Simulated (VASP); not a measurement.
Input of a VASP 6.6.1 run:

File INCAR:

```
SYSTEM = IrC
ALGO = Normal
EDIFF = 1E-7
ENCUT = 520
ISIF = 2
ISMEAR = -1
LASPH = .True.
LCHARG = .True.
LDAU = .True.
LDAUJ = 0 0
LDAUL = 2 -1
LDAUPRINT = 1
LDAUTYPE = 2
LDAUU = 4 0
LELF = .True.
LMAXMIX = 4
LMIXTAU = .True.
LREAL = .False.
LVHAR = .True.
LWAVE = .False.
METAGGA = R2SCAN
NELM = 80
PREC = Accurate
SIGMA = 0.05
```

File KPOINTS:

```
k-points
0
Gamma
  10 10 10
  0 0 0
```

The input POSCAR:

```
IrC
1.0
    0.0000000000      2.3104300000      2.3104300000
    2.3104300000      0.0000000000      2.3104300000
    2.3104300000      2.3104300000      0.0000000000
Ir C
1 1
Direct
    0.0000000000      0.0000000000      0.0000000000
    0.7500000000      0.7500000000      0.7500000000
```

Potentials or basis: VASP PAW PBE potentials, release 64 (Ir, C).

The run is started by

```console
$ cat potpaw_PBE.64/Ir/POTCAR potpaw_PBE.64/C/POTCAR > POTCAR
$ mpirun -np 1 vasp_std > vasp.out
```

**Question.** Predict the pressure.

**Answer.** -11.3 GPa.

**Question.** Estimate the band gap on the k mesh.

**Answer.** None (metal or under the smearing width).

Eigenvalues of the final occupation matrices:
| site | spin | trace | eigenvalues |
| --- | --- | --- | --- |
| site 1 d | 1 | 3.85 | 0.69 0.69 0.69 0.89 0.89 |
| site 1 d | 2 | 3.85 | 0.69 0.69 0.69 0.89 0.89 |

Caveat: the PAW data sets were made with another functional, which shifts forces and pressure a little; U without spin polarisation on a metal has little footing; the U is typed as a test and isn't derived for this compound. The run has no spin-orbit coupling, so splittings on Ir are missing.
